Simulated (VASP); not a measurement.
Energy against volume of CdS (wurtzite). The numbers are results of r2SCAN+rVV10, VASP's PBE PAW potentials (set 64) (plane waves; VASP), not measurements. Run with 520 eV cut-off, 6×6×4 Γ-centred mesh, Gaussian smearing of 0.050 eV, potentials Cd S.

Shape and ions are relaxed at each volume.

```tsv
V (Å³/atom)	E (eV/atom)
23.693	-14.54118
24.450	-14.55649
25.206	-14.56131
25.962	-14.55721
```

### Question
Fit these four points and predict the energy of the run at 26.718 Å³/atom.

### Answer
A cubic in V^(−2/3), the third-order Birch-Murnaghan form, passes through the four points with V0 = 25.22 Å³/atom and B0 = 63 GPa, and gives -14.5455 eV/atom there. The run gave -14.5455 eV/atom, -0.0 meV/atom from the fit; all five points give B0 = 63 GPa.

The compound is CdS in the wurtzite structure. It was relaxed first.
